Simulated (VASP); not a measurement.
Energy against volume of MgS (rock salt). All values below come from HSEsol screened hybrid, VASP's PBE PAW potentials (set 64) (plane waves; VASP). Numerical set-up: 520 eV cut-off, 6×6×6 Γ-centred mesh, Gaussian smearing of 0.050 eV, potentials Mg S.

```
V (Å³/atom)  E (eV/atom)
-----------  -----------
16.739          -5.15263
17.274          -5.15548
17.808          -5.14988
18.342          -5.13707
```

Fit these four points and predict the energy of the run at 16.205 Å³/atom.

A cubic in V^(−2/3), the third-order Birch-Murnaghan form, passes through the four points with V0 = 17.17 Å³/atom and B0 = 84 GPa, and gives -5.1399 eV/atom there. The run gave -5.1399 eV/atom, +0.0 meV/atom from the fit; all five points give B0 = 84 GPa.

The compound is MgS in the rock salt structure. It was relaxed first. The cell's shape comes from a PBE relaxation.
